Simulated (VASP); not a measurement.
Output of a VASP run:

**OSZICAR**
```
...
   2 F= 0.12062777E+02 E0= 0.12062777E+02  d E =-.940164E-02
       N       E                     dE             d eps       ncg     rms          rms(c)
DAV:   1     0.120626249843E+02   -0.15165E-03   -0.15290E-01   702   0.241E+00    0.242E-01
DAV:   2     0.120615269411E+02   -0.10980E-02   -0.76605E-03   852   0.598E-01    0.536E-02
DAV:   3     0.120615298003E+02    0.28592E-05   -0.12647E-04   797   0.918E-02    0.343E-02
DAV:   4     0.120615313541E+02    0.15539E-05   -0.10629E-04   737   0.745E-02    0.116E-02
DAV:   5     0.120615418202E+02    0.10466E-04   -0.33470E-05   707   0.497E-02    0.742E-03
DAV:   6     0.120615243291E+02   -0.17491E-04   -0.12825E-05   702   0.364E-02    0.400E-03
DAV:   7     0.120615202773E+02   -0.40518E-05   -0.99082E-07   787   0.101E-02    0.164E-03
DAV:   8     0.120615203167E+02    0.39356E-07   -0.20633E-07   549   0.452E-03
   3 F= 0.12061520E+02 E0= 0.12061520E+02  d E =-.106580E-01
       N       E                     dE             d eps       ncg     rms          rms(c)
DAV:   1     0.120615197002E+02   -0.57713E-06   -0.82551E-04   702   0.177E-01    0.177E-02
DAV:   2     0.120615131262E+02   -0.65740E-05   -0.41661E-05   852   0.441E-02    0.395E-03
DAV:   3     0.120615128554E+02   -0.27070E-06   -0.70829E-07   797   0.686E-03    0.255E-03
DAV:   4     0.120615126116E+02   -0.24388E-06   -0.57441E-07   737   0.554E-03    0.833E-04
DAV:   5     0.120615127123E+02    0.10071E-06   -0.22568E-07   486   0.410E-03    0.557E-04
DAV:   6     0.120615125995E+02   -0.11275E-06   -0.97087E-08   376   0.297E-03    0.286E-04
DAV:   7     0.120615125668E+02   -0.32744E-07   -0.88544E-09   351   0.799E-04
   4 F= 0.12061513E+02 E0= 0.12061513E+02  d E =-.106658E-01
       N       E                     dE             d eps       ncg     rms          rms(c)
DAV:   1     0.120609230973E+02   -0.58950E-03   -0.20369E-02   707   0.872E-01    0.840E-02
DAV:   2     0.120611610081E+02    0.23791E-03   -0.59181E-04   817   0.169E-01    0.410E-02
DAV:   3     0.120611405215E+02   -0.20487E-04   -0.20587E-04   782   0.109E-01    0.158E-02
DAV:   4     0.120611467463E+02    0.62249E-05   -0.46762E-05   722   0.607E-02    0.604E-03
DAV:   5     0.120611407672E+02   -0.59792E-05   -0.28709E-05   702   0.478E-02    0.548E-03
DAV:   6     0.120611273128E+02   -0.13454E-04   -0.81607E-06   702   0.267E-02    0.138E-03
DAV:   7     0.120611262874E+02   -0.10255E-05   -0.45921E-07   872   0.622E-03    0.135E-03
DAV:   8     0.120611262630E+02   -0.24393E-07   -0.17661E-08   366   0.135E-03
   5 F= 0.12061126E+02 E0= 0.12061126E+02  d E =-.386304E-03
       N       E                     dE             d eps       ncg     rms          rms(c)
DAV:   1     0.120603472111E+02   -0.77908E-03   -0.51755E-02   707   0.139E+00    0.134E-01
DAV:   2     0.120609525386E+02    0.60533E-03   -0.14981E-03   812   0.269E-01    0.654E-02
DAV:   3     0.120609019450E+02   -0.50594E-04   -0.52285E-04   787   0.173E-01    0.251E-02
DAV:   4     0.120609173253E+02    0.15380E-04   -0.11796E-04   722   0.967E-02    0.960E-03
DAV:   5     0.120609019144E+02   -0.15411E-04   -0.72676E-05   702   0.761E-02    0.874E-03
DAV:   6     0.120608671209E+02   -0.34794E-04   -0.20617E-05   702   0.426E-02    0.219E-03
DAV:   7     0.120608645473E+02   -0.25736E-05   -0.11547E-06   872   0.997E-03    0.216E-03
DAV:   8     0.120608644863E+02   -0.60976E-07   -0.40926E-08   441   0.207E-03
   6 F= 0.12060864E+02 E0= 0.12060864E+02  d E =-.648080E-03
```

OUTCAR:
```
------------------------ aborting loop because EDIFF is reached ----------------------------------------
  FORCE on cell =-STRESS in cart. coord.  units (eV):
  Direction    XX          YY          ZZ          XY          YZ          ZX
  --------------------------------------------------------------------------------------
  Total       -0.1269125     -0.1269125     -0.1374659      0.0000000      0.0000000      0.0000000
  in kB       -2.3918804     -2.3918804     -2.5907764      0.0000000      0.0000000      0.0000000
  external PRESSURE =      -2.4581791 kB  Pullay stress =       0.0000000 kB
  volume of cell :       85.01
      direct lattice vectors                 reciprocal lattice vectors
     2.209947916 -3.827742060  0.000000000     0.226249676 -0.130625312 -0.000000000
     2.209947916  3.827742060  0.000000000     0.226249676  0.130625312  0.000000000
     0.000000000 -0.000000000  5.024824315     0.000000000  0.000000000  0.199011933
 POSITION                                       TOTAL-FORCE (eV/Angst)
 -----------------------------------------------------------------------------------
      2.70433     -2.97145      3.34988         0.000641      0.001110     -0.000000
      3.43114     -0.00000      0.00000        -0.001281      0.000000      0.000000
      2.70433      2.97145      1.67494         0.000641     -0.001110      0.000000
 -----------------------------------------------------------------------------------
    total drift:                               -0.000206     -0.000443      0.000007
  FREE ENERGIE OF THE ION-ELECTRON SYSTEM (eV)
  ---------------------------------------------------
  free  energy   TOTEN  =        12.0608644863 eV

  energy  without entropy=       12.0608644863  energy(sigma->0) =       12.06086449

 reached required accuracy - stopping structural energy minimisation
```
(Selected blocks of OUTCAR.)

### POSCAR
```
Se
1
    2.1946195341    -3.8011925223     0.0000000000
    2.1946195341     3.8011925223     0.0000000000
    0.0000000000     0.0000000000     5.0952615002
Se
3
Direct
  0.0000000000   0.2278154047   0.6666670000
  0.7721845953   0.7721845953   0.0000000000
  0.2278154047   0.0000000000   0.3333330000
```

Write an INCAR and KPOINTS that could have produced this output.

This is not unique; one that fits is the input of the run itself, revTPSS meta-GGA, plane waves, VASP's PBE PAW potentials (set 64).

**KPOINTS**
```
Automatic mesh
0
Gamma
6 6 5
0 0 0
```

INCAR:
```
ALGO = Normal
EDIFF = 1E-7
EDIFFG = -0.01
ENCUT = 520
IBRION = 2
ISIF = 4
ISMEAR = 0
LASPH = .TRUE.
LCHARG = .FALSE.
LMAXMIX = 4
LMIXTAU = .TRUE.
LREAL = .FALSE.
LWAVE = .FALSE.
METAGGA = RTPSS
NELM = 100
NSW = 30
PREC = Accurate
SIGMA = 0.05
SYSTEM = Se
```

POTCAR, in this order: Se (PBE.64 set). Program: vasp_std.

Without a dispersion term in the relaxation, distances and binding between the weakly bound layers, chains or molecules are unreliable, and so is what depends on them.

The compound is Se in the trig structure. This cell is one point of a volume scan, at 1.03 of the reference volume. Symmetry was kept, so distortions that lower it aren't found.
